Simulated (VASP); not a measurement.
Energy against volume of CdSe (wurtzite). Method: PBEsol GGA, VASP's PBE PAW potentials (set 64) (plane waves; VASP 6.6.1). Run with 520 eV cut-off, 7×7×4 Γ-centred mesh, Gaussian smearing of 0.050 eV, potentials Cd Se.

Shape and ions are relaxed at each volume.

| V (Å³/atom) | E (eV/atom) |
|---|---|
| 26.618 | -3.06910 |
| 27.468 | -3.08328 |
| 28.317 | -3.08767 |
| 29.167 | -3.08379 |

**Question.** Fit these four points and predict the energy of the run at 30.016 Å³/atom.

**Answer.** A cubic in V^(−2/3), the third-order Birch-Murnaghan form, passes through the four points with V0 = 28.32 Å³/atom and B0 = 52 GPa, and gives -3.0729 eV/atom there. The run gave -3.0730 eV/atom, -0.1 meV/atom from the fit; all five points give B0 = 52 GPa.

The compound is CdSe in the wurtzite structure. It was relaxed first.
